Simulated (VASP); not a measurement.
Consider the following.

```xyz
6
Lattice="4.3994 0.0000 0.0000 0.0000 4.3994 0.0000 0.0000 0.0000 2.8521" Properties=species:S:1:pos:R:3 pbc="T T T"
Mn     0.0000     0.0000     2.8521
Mn     2.1997     2.1997     1.4261
O      1.3353     1.3353     0.0000
O      3.5350     0.8644     1.4261
O      0.8644     3.5350     1.4261
O      3.0641     3.0641     0.0000
```
Starting moments (μB, in the order of the record's atoms Mn Mn O O O O): 2.4 -2.4 0.0 0.0 0.0 0.0.

These are rev-vdW-DF2, VASP's PBE PAW potentials (set 64) (plane waves; VASP) values and carry that method's errors. Numerical set-up: 520 eV cut-off, Gaussian smearing of 0.050 eV, potentials Mn_pv O.

### Question
Give the spin-up energies of bands 16 to 29 at the high-symmetry points, in eV from the Fermi level.

### Answer

| band | Γ | Y | C0 | Z | A0 | T | S | R |
|---|---|---|---|---|---|---|---|---|
| 16 | -4.02 | -4.09 | -4.09 | -5.01 | -4.88 | -4.88 | -4.74 | -5.03 |
| 17 | -3.95 | -3.97 | -3.97 | -4.62 | -4.60 | -4.60 | -4.50 | -3.91 |
| 18 | -3.41 | -3.10 | -3.10 | -4.16 | -4.12 | -4.12 | -4.19 | -3.88 |
| 19 | -2.22 | -2.50 | -2.50 | -4.01 | -3.12 | -3.12 | -3.51 | -3.68 |
| 20 | -2.13 | -2.47 | -2.47 | -3.44 | -2.23 | -2.23 | -2.85 | -3.55 |
| 21 | -1.61 | -2.28 | -2.28 | -2.90 | -2.04 | -2.04 | -1.84 | -1.88 |
| 22 | -1.52 | -2.11 | -2.11 | -2.54 | -1.84 | -1.84 | -1.46 | -1.88 |
| 23 | -1.14 | -2.10 | -2.10 | -1.83 | -1.54 | -1.54 | -1.41 | -1.71 |
| 24 | -1.08 | -2.06 | -2.06 | -0.75 | -0.70 | -0.70 | -1.15 | -1.67 |
| 25 | -0.43 | -0.35 | -0.35 | 0.04 | -0.58 | -0.58 | -0.43 | -1.16 |
| 26 | -0.27 | 0.25 | 0.25 | 1.06 | 0.88 | 0.88 | 0.69 | 0.81 |
| 27 | 0.26 | 0.26 | 0.26 | 1.20 | 1.09 | 1.09 | 1.06 | 1.24 |
| 28 | 1.16 | 2.06 | 2.06 | 1.60 | 1.40 | 1.40 | 1.68 | 1.25 |
| 29 | 1.89 | 2.25 | 2.25 | 1.96 | 1.98 | 1.98 | 2.46 | 1.36 |

### Question
Give the spin-down energies of bands 16 to 29 at the high-symmetry points, in eV from the Fermi level.

### Answer

```json
[
 {"band": "16", "Γ": "-4.02", "Y": "-4.09", "C0": "-4.09", "Z": "-5.01", "A0": "-4.88", "T": "-4.88", "S": "-4.74", "R": "-5.03"},
 {"band": "17", "Γ": "-3.95", "Y": "-3.97", "C0": "-3.97", "Z": "-4.62", "A0": "-4.60", "T": "-4.60", "S": "-4.50", "R": "-3.91"},
 {"band": "18", "Γ": "-3.41", "Y": "-3.10", "C0": "-3.10", "Z": "-4.16", "A0": "-4.12", "T": "-4.12", "S": "-4.19", "R": "-3.88"},
 {"band": "19", "Γ": "-2.22", "Y": "-2.50", "C0": "-2.50", "Z": "-4.01", "A0": "-3.12", "T": "-3.12", "S": "-3.51", "R": "-3.68"},
 {"band": "20", "Γ": "-2.13", "Y": "-2.47", "C0": "-2.47", "Z": "-3.44", "A0": "-2.23", "T": "-2.23", "S": "-2.85", "R": "-3.55"},
 {"band": "21", "Γ": "-1.61", "Y": "-2.28", "C0": "-2.28", "Z": "-2.90", "A0": "-2.04", "T": "-2.04", "S": "-1.84", "R": "-1.88"},
 {"band": "22", "Γ": "-1.52", "Y": "-2.11", "C0": "-2.11", "Z": "-2.54", "A0": "-1.84", "T": "-1.84", "S": "-1.46", "R": "-1.88"},
 {"band": "23", "Γ": "-1.14", "Y": "-2.10", "C0": "-2.10", "Z": "-1.83", "A0": "-1.54", "T": "-1.54", "S": "-1.41", "R": "-1.71"},
 {"band": "24", "Γ": "-1.08", "Y": "-2.06", "C0": "-2.06", "Z": "-0.75", "A0": "-0.70", "T": "-0.70", "S": "-1.15", "R": "-1.67"},
 {"band": "25", "Γ": "-0.43", "Y": "-0.35", "C0": "-0.35", "Z": "0.04", "A0": "-0.58", "T": "-0.58", "S": "-0.43", "R": "-1.16"},
 {"band": "26", "Γ": "-0.27", "Y": "0.25", "C0": "0.25", "Z": "1.06", "A0": "0.88", "T": "0.88", "S": "0.69", "R": "0.81"},
 {"band": "27", "Γ": "0.26", "Y": "0.26", "C0": "0.26", "Z": "1.20", "A0": "1.09", "T": "1.09", "S": "1.06", "R": "1.24"},
 {"band": "28", "Γ": "1.16", "Y": "2.06", "C0": "2.06", "Z": "1.60", "A0": "1.40", "T": "1.40", "S": "1.68", "R": "1.25"},
 {"band": "29", "Γ": "1.89", "Y": "2.25", "C0": "2.25", "Z": "1.96", "A0": "1.98", "T": "1.98", "S": "2.46", "R": "1.36"}
]
```

It has no gap at this level: it comes out as a metal or semimetal.

The compound is MnO2 in the rutile structure. It was relaxed first.
